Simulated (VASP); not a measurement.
The system is GaP.

```
Ga P
1.0
     0.00000    2.75264    2.75264
     2.75264    0.00000    2.75264
     2.75264    2.75264    0.00000
Ga P
1 1
Direct
  0.00000 0.00000 0.00000
  0.25000 0.25000 0.25000
```

The cell was built by a generator and needn't be a form met in nature.

Base run:

* Program: VASP 6.6.1
* Functional: HSE06
* Potentials or basis: VASP PAW PBE potentials, release 64 (Ga_d, P)
* Cutoff: 520 eV
* k mesh: 6 × 6 × 6
* Occupations: gaussian, width 0.02 eV
* Spin: no spin polarisation

Its results: band gap on the k mesh 2.37 eV, indirect (least direct gap 2.54 eV); pressure -2.0 GPa.

Task: After a change of settings the same cell gave: band gap on the k mesh 3.02 eV, indirect (least direct gap 3.17 eV); pressure -2.2 GPa. Which change was it?
A. functional from HSE06 to PBE0
B. functional from HSE06 to r2SCAN; k mesh from 6 × 6 × 6 to 10 × 10 × 10
C. further incar settings from ALGO = Normal; EDIFF = 1e-07; NBANDS = 16 to ALGO = Normal; EDIFF = 1e-07

Result: A.

Caveats: the PAW data sets were made with another functional, which shifts forces and pressure a little.
